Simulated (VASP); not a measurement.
# Driving VASP from ASE on In2Ag, part 3 of 3

Do ASE scripts that read In2Ag from different structure formats give one answer, and do several routes find one equilibrium volume? All runs use PBEsol. Left out of this account: 1 further run (fields: a reference on another mesh). The start is a cell from a database of measured crystal structures.

VASP 6.6.1; PBEsol; plane waves and PAW (In_d, Ag).

So far. Step 4 (Full relaxation (PBEsol, through ASE)): It ends with a largest force of 0.004 eV/Å and a pressure of -0.04 GPa. Step 5 (Equation of state by an ASE loop (PBEsol)): The fitted volume lies +0.20 % from the relaxed one.

### Step 6. BFGS in ASE (PBEsol)

Here ASE drives the relaxation and calls VASP for forces and stress at each step.

run.py

```python
import numpy as np
from ase.calculators.vasp import Vasp
from ase import Atoms
from ase.optimize import BFGS
from ase.filters import FrechetCellFilter

atoms = Atoms(['In', 'In', 'In', 'In', 'Ag', 'Ag'],
              cell=[[-3.4405, 3.4405, 2.81], [3.4405, -3.4405, 2.81], [3.4405, 3.4405, -2.81]],
              scaled_positions=[[0.6563, 0.1563, 0.8126], [0.1563, 0.3437, 0.5], [0.3437, 0.8437, 0.1874], [0.8437, 0.6563, 0.5], [0.25, 0.25, 0.0], [0.75, 0.75, 0.0]],
              pbc=True)

calc = Vasp(
    xc='pbesol',
    pp='PBE',
    prec='Accurate',
    encut=400,
    ediff=1e-06,
    nelm=100,
    ismear=-1,
    sigma=0.05,
    lreal=False,
    algo='Normal',
    nbands=45,
    lasph=True,
    lorbit=11,
    lwave=False,
    lcharg=False,
    kpar=4,
    isif=2,
    pp_version='64',
    setups={'In': '_d', 'Ag': ''},
    kpts=(7, 7, 7),
    gamma=True,
    txt='vasp.out',
)
atoms.calc = calc

BFGS(FrechetCellFilter(atoms)).run(fmax=0.02, steps=30)
print("cell (A, degrees):", np.round(atoms.cell.cellpar(), 4))
print("volume (A^3):", round(atoms.get_volume(), 4))
print("energy (eV):", round(atoms.get_potential_energy(), 6))
print("Fermi level (eV):", round(calc.get_fermi_level(), 4))
print("forces (eV/A):")
print(np.round(atoms.get_forces(), 4))
print("stress (GPa, Voigt, tension positive):", np.round(atoms.get_stress() * 160.21766, 3))
```

Potentials, in the order of the species: In_d and Ag (PBE family, release 64).

Run with:

```bash
export ASE_VASP_COMMAND="mpirun -np 4 vasp_std"
python run.py
```

What it wrote:

```text
Step     Time          Energy          fmax
BFGS:    0 --:--:--      -18.855248        0.203454
BFGS:    1 --:--:--      -18.856694        0.192158
BFGS:    2 --:--:--      -18.865638        0.014150
cell (A, degrees): [  5.5752   5.5752   5.5752 104.4719 104.4719 120.0125]
volume (A^3): 129.9647
energy (eV): -18.853752
Fermi level (eV): 8.5162
forces (eV/A):
[[-0.0081 -0.0081  0.    ]
 [ 0.0081 -0.0081 -0.    ]
 [ 0.0081  0.0081 -0.    ]
 [-0.0081  0.0081  0.    ]
 [-0.     -0.     -0.    ]
 [-0.     -0.     -0.    ]]
stress (GPa, Voigt, tension positive): [-0.105 -0.105  0.075 -0.    -0.    -0.   ]
```

Wall time 3.1 min (4 MPI ranks of Intel Xeon Platinum 8488C (Sapphire Rapids), shared host); peak memory 1.1 GiB.

The INCAR that ASE wrote:

```
ENCUT = 400.000000
SIGMA = 0.050000
EDIFF = 1.00e-06
ALGO = Normal
GGA = PS
PREC = Accurate
ISIF = 2
ISMEAR = -1
KPAR = 4
LORBIT = 11
NBANDS = 45
NELM = 100
LASPH = .TRUE.
LCHARG = .FALSE.
LWAVE = .FALSE.
LREAL = .FALSE.
```

The KPOINTS that ASE wrote:

```
KPOINTS created by Atomic Simulation Environment
0
Gamma
7 7 7
0 0 0
```

VASP's own log, vasp.out (the last of its runs):

```text
[... set-up lines as in an earlier step ...]
 entering main loop
       N       E                     dE             d eps       ncg     rms          rms(c)
DAV:   1     0.731947045536E+03    0.73195E+03   -0.29969E+04  3605   0.193E+03
DAV:   2     0.696447513393E+02   -0.66230E+03   -0.64383E+03  3623   0.506E+02
DAV:   3    -0.166311737699E+02   -0.86276E+02   -0.84059E+02  3873   0.202E+02
DAV:   4    -0.201798468974E+02   -0.35487E+01   -0.35288E+01  4237   0.438E+01
DAV:   5    -0.203017336824E+02   -0.12189E+00   -0.12186E+00  5197   0.682E+00    0.103E+01
DAV:   6    -0.189932188037E+02    0.13085E+01   -0.75653E+00  3880   0.189E+01    0.701E+00
DAV:   7    -0.188983957191E+02    0.94823E-01   -0.55372E-01  4158   0.625E+00    0.356E+00
DAV:   8    -0.188704626423E+02    0.27933E-01   -0.12097E-01  4774   0.306E+00    0.554E-01
DAV:   9    -0.188658345887E+02    0.46281E-02   -0.26973E-02  4560   0.153E+00    0.406E-01
DAV:  10    -0.188656812354E+02    0.15335E-03   -0.24263E-03  4429   0.426E-01    0.171E-01
DAV:  11    -0.188656333766E+02    0.47859E-04   -0.31778E-04  4483   0.140E-01    0.267E-02
DAV:  12    -0.188656374741E+02   -0.40975E-05   -0.48118E-05  4757   0.411E-02    0.120E-02
DAV:  13    -0.188656375138E+02   -0.39694E-07   -0.12990E-06  2683   0.649E-03
   1 F= -.18865638E+02 E0= -.18853752E+02  d E =-.237706E-01
```

OUTCAR, selected parts (step 6):

```text
   ENCUT  =  400.0 eV  29.40 Ry    5.42 a.u.   9.09  9.09  9.09*2*pi/ulx,y,z

   NELECT =      74.0000    total number of electrons

 E-fermi :   8.5162

 k-point     1 :       0.0000    0.0000    0.0000
  band No.  band energies     occupation
    ...
     35       6.9694      2.00000
     36       7.5140      2.00000
     37       7.8262      2.00000
     38       7.8262      2.00000
     39       7.9777      1.99996
     40       8.6967      0.05270
     41       8.6967      0.05270
     42       9.1727      0.00000
     43      10.8436      0.00000
     44      13.6564      0.00000
    ...

  Total        0.0849000      0.0849000     -0.0607391      0.0000000      0.0000000      0.0000000
  in kB        1.0466296      1.0466296     -0.7487794      0.0000000      0.0000000      0.0000000
  external PRESSURE =       0.4481599 kB  Pullay stress =       0.0000000 kB

 POSITION                                       TOTAL-FORCE (eV/Angst)
 -----------------------------------------------------------------------------------
      1.06252      4.47686      0.00000        -0.008081     -0.008081      0.000000
      2.35182      1.06252      0.00000         0.008081     -0.008081     -0.000000
      2.35182     -1.06252      2.78709         0.008081      0.008081     -0.000000
      1.06252      2.35182      2.78709        -0.008081      0.008081      0.000000
      0.00000      0.00000      1.39355        -0.000000     -0.000000     -0.000000
      0.00000      0.00000      4.18064        -0.000000     -0.000000     -0.000000
 -----------------------------------------------------------------------------------
    total drift:                                0.000000      0.000000     -0.000000

  FREE ENERGIE OF THE ION-ELECTRON SYSTEM (eV)
  ---------------------------------------------------
  free  energy   TOTEN  =       -18.8656375138 eV

  energy  without entropy=      -18.8418669086  energy(sigma->0) =      -18.85375221

[... 3 parts as in an earlier step ...]

[... 13 further parts left out ...]
```

This step gave:

```yaml
optimizer_steps: 2
volume_after_bfgs: 21.66 Å³/atom
```

### Step 7. The runs together

| run | atoms | mesh | energy (eV/atom) | pressure (GPa) |
| --- | --- | --- | --- | --- |
| ASE, structure read from an extended xyz file | 6 | 7×7×7 | -3.14050 | -1.411 |
| ASE, structure read from a CIF with its space group | 12 | 3×3×4 | -3.14721 | -0.985 |

### Step 8. Self-consistent run (PBEsol, through ASE), changed input

This run is made with a changed input; what comes of it follows.

Edit run.py of step 6 so:

```diff
@@ -3,4 +3,3 @@
 from ase import Atoms
-from ase.optimize import BFGS
-from ase.filters import FrechetCellFilter
+from ase.dft.bandgap import bandgap
 
@@ -15,5 +14,5 @@
     prec='Accurate',
-    encut=400,
+    encut=45,
     ediff=1e-06,
-    nelm=100,
+    nelm=71,
     ismear=-1,
@@ -37,5 +36,2 @@
 
-BFGS(FrechetCellFilter(atoms)).run(fmax=0.02, steps=30)
-print("cell (A, degrees):", np.round(atoms.cell.cellpar(), 4))
-print("volume (A^3):", round(atoms.get_volume(), 4))
 print("energy (eV):", round(atoms.get_potential_energy(), 6))
@@ -45 +41,3 @@
 print("stress (GPa, Voigt, tension positive):", np.round(atoms.get_stress() * 160.21766, 3))
+gap, p1, p2 = bandgap(calc, direct=False)
+print("gap on the mesh (eV):", round(gap, 4))
```

What it wrote:

```text
energy (eV): 1975.052997
Fermi level (eV): 23.0239
forces (eV/A):
[[ 7.2729  7.2729  0.    ]
 [-7.2729  7.2729  0.    ]
 [-7.2729 -7.2729 -0.    ]
 [ 7.2729 -7.2729  0.    ]
 [ 0.     -0.     -0.    ]
 [ 0.     -0.     -0.    ]]
stress (GPa, Voigt, tension positive): [802.602 802.602 777.676   0.     -0.     -0.   ]
gap on the mesh (eV): 0.0
```

It took 11 s on 4 MPI ranks; peak memory 0.42 GiB; 32 s of CPU time.

ASE turned this into the INCAR:

```
ENCUT = 45.000000
SIGMA = 0.050000
EDIFF = 1.00e-06
ALGO = Normal
GGA = PS
PREC = Accurate
ISIF = 2
ISMEAR = -1
KPAR = 4
LORBIT = 11
NBANDS = 45
NELM = 71
LASPH = .TRUE.
LCHARG = .FALSE.
LWAVE = .FALSE.
LREAL = .FALSE.
```

The KPOINTS that ASE wrote:

```
KPOINTS created by Atomic Simulation Environment
0
Gamma
7 7 7
0 0 0
```

vasp.out:

```text
[... set-up lines as in an earlier step ...]
 entering main loop
       N       E                     dE             d eps       ncg     rms          rms(c)
DAV:   1     0.474062965979E+03    0.47406E+03   -0.28927E+03  3919   0.160E+02
DAV:   2     0.430519089666E+03   -0.43544E+02   -0.42548E+02  4077   0.495E+01
DAV:   3     0.429859564165E+03   -0.65953E+00   -0.65669E+00  4023   0.566E+00
DAV:   4     0.429857334993E+03   -0.22292E-02   -0.22283E-02  3878   0.192E-01
DAV:   5     0.429857304506E+03   -0.30487E-04   -0.30483E-04  3281   0.129E-02    0.298E+02
DAV:   6     0.150951536196E+04    0.10797E+04   -0.54363E+02  3823   0.665E+01    0.450E+02
DAV:   7     0.163406356099E+04    0.12455E+03   -0.36222E+01  4039   0.159E+01    0.569E+02
DAV:   8     0.191190670398E+04    0.27784E+03   -0.19240E+02  3802   0.612E+01    0.108E+03
DAV:   9     0.191441311765E+04    0.25064E+01   -0.10984E+01  4016   0.923E+00    0.150E+03
DAV:  10     0.196009610066E+04    0.45683E+02   -0.13422E+02  4179   0.478E+01    0.161E+03
DAV:  11     0.196725567691E+04    0.71596E+01   -0.18026E+01  4037   0.141E+01    0.132E+03
DAV:  12     0.197188785974E+04    0.46322E+01   -0.26762E+00  4120   0.611E+00    0.108E+03
DAV:  13     0.197483061689E+04    0.29428E+01   -0.52625E+00  3980   0.731E+00    0.378E+02
DAV:  14     0.197494112616E+04    0.11051E+00   -0.15351E-01  4137   0.101E+00    0.157E+02
DAV:  15     0.197502797796E+04    0.86852E-01   -0.14632E-01  4000   0.123E+00    0.515E+01
DAV:  16     0.197503363952E+04    0.56616E-02   -0.51694E-03  4157   0.238E-01    0.207E+01
DAV:  17     0.197503562199E+04    0.19825E-02   -0.38131E-03  4023   0.209E-01    0.418E+00
DAV:  18     0.197503565119E+04    0.29193E-04   -0.86935E-05  4142   0.275E-02    0.158E+00
DAV:  19     0.197503565695E+04    0.57672E-05   -0.98662E-06  4105   0.112E-02    0.155E-01
DAV:  20     0.197503565686E+04   -0.92667E-07   -0.66707E-07  2299   0.255E-03
   1 F= 0.19750357E+04 E0= 0.19750530E+04  d E =-.346807E-01
```

From OUTCAR (step 8):

```text
   ENCUT  =   45.0 eV   3.31 Ry    1.82 a.u.   3.07  3.07  3.07*2*pi/ulx,y,z

   NELECT =      74.0000    total number of electrons

 E-fermi :  23.0239

 k-point     1 :       0.0000    0.0000    0.0000
  band No.  band energies     occupation
    ...
     33      21.7442      2.00000
     34      21.7445      2.00000
     35      22.0243      2.00000
     36      22.4297      1.99999
     37      22.5819      1.99971
     38      23.2372      0.02765
     39      23.2662      0.01557
     40      23.8556      0.00000
     41      24.8905      0.00000
     42      25.1277      0.00000
    ...

  Total     -666.4985358   -666.4985358   -645.7996335      0.0000000      0.0000000      0.0000000
  in kB    -8026.0220118  -8026.0220118  -7776.7643813      0.0000000      0.0000000      0.0000000
  external PRESSURE =   -7942.9361350 kB  Pullay stress =       0.0000000 kB

 POSITION                                       TOTAL-FORCE (eV/Angst)
 -----------------------------------------------------------------------------------
      1.07550      4.51600      0.00000         7.272931      7.272931      0.000000
      2.36500      1.07550      0.00000        -7.272931      7.272931      0.000000
      2.36500     -1.07550      2.81000        -7.272931     -7.272931     -0.000000
      1.07550      2.36500      2.81000         7.272931     -7.272931      0.000000
      0.00000      0.00000      1.40500         0.000000     -0.000000     -0.000000
      0.00000      0.00000      4.21500         0.000000     -0.000000     -0.000000
 -----------------------------------------------------------------------------------
    total drift:                                0.000000     -0.000000     -0.000000

  FREE ENERGIE OF THE ION-ELECTRON SYSTEM (eV)
  ---------------------------------------------------
  free  energy   TOTEN  =      1975.0356568606 eV

  energy  without entropy=     1975.0703375984  energy(sigma->0) =     1975.05299723

[... 6 parts as in an earlier step ...]

[... 10 further parts left out ...]
```

Convergence was reached, but on settings outside the sound range, so the numbers are no properties of the crystal.

Against the sound run on this cell (a single point (PBEsol, through ASE)) the energy at zero smearing moves by +332316.0 meV an atom and the pressure by -792.88 GPa.

The fault in the input: cutoff typed in rydberg (ENCUT = 45). ENCUT is in eV: 1 Ry is 13.6 eV.

### Step 9. Outcome

```json
{
  "energy, ASE, structure read from an extended xyz file": "-3.14050 eV/atom",
  "energy, ASE, structure read from a CIF with its space group": "-3.14721 eV/atom",
  "volume from VASP's own relaxation": "21.70 Å³/atom",
  "volume from the fit of the ASE volume loop": "21.74 Å³/atom",
  "volume from BFGS in ASE": "21.66 Å³/atom"
}
```

In words: With the structure read from a CIF with its space group, ASE's run differs from the first script by -6.7 meV an atom, on the larger cell and its own mesh. The routes to the equilibrium volume agree within 0.37 %. VASP's relaxation keeps the plane waves of its start, while ASE starts VASP afresh at each cell, and a loop at fixed shape can't relax anything but the volume.

[Lines on the potential files, build, host, timing and source positions are cut from VASP's logs without a mark.]

[Logs are printed without paths, hosts, clocks, repeated set-up lines and the standing remarks that a program may print on its own settings, such as how far it seeks lower states.]

[Hosts, paths, dates, database ids (printed as entryN), source tags and the programs' standing remarks are cut or masked in the printed files.]

[A measured line is paired with the nearest computed mode of its activity, which favours agreement.]
